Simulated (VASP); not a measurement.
Data:

```
CELL_PARAMETERS angstrom
      5.88482     0.00000     0.00000
      0.00000     5.88482     0.00000
      0.00000     0.00000     5.88482
ATOMIC_POSITIONS crystal
  Cs 0.00000 0.00000 0.00000
  Pb 0.50000 0.50000 0.50000
  Br 0.50000 0.00000 0.50000
  Br 0.00000 0.50000 0.50000
  Br 0.50000 0.50000 0.00000
```

All values below come from AM05 GGA, VASP's PBE PAW potentials (set 64) (plane waves; VASP 6.6.1). Run with 520 eV cut-off, 4×4×4 Γ-centred mesh, Gaussian smearing of 0.050 eV, potentials Cs_sv Pb_d Br.

Unless said otherwise, spin-orbit coupling is left out, though it shifts the bands of the heavy elements here.

### Question
What does the run give for the energy per atom (σ→0), band gap (on the k-mesh) with the smallest direct gap where there is one?

### Answer

The band gap (on the k-mesh) is 1.52 eV. The smallest direct gap (on the k-mesh) is 1.52 eV. The energy per atom (σ→0) comes out as -3.162 eV/atom.

Total energies compare only between runs with the same potentials, cut-off and functional.

The compound is CsPbBr3 in the cubic perovskite structure, the ideal cubic form; the compound distorts at low or room temperature. This cell is one point of a volume scan, at 0.97 of the reference volume.
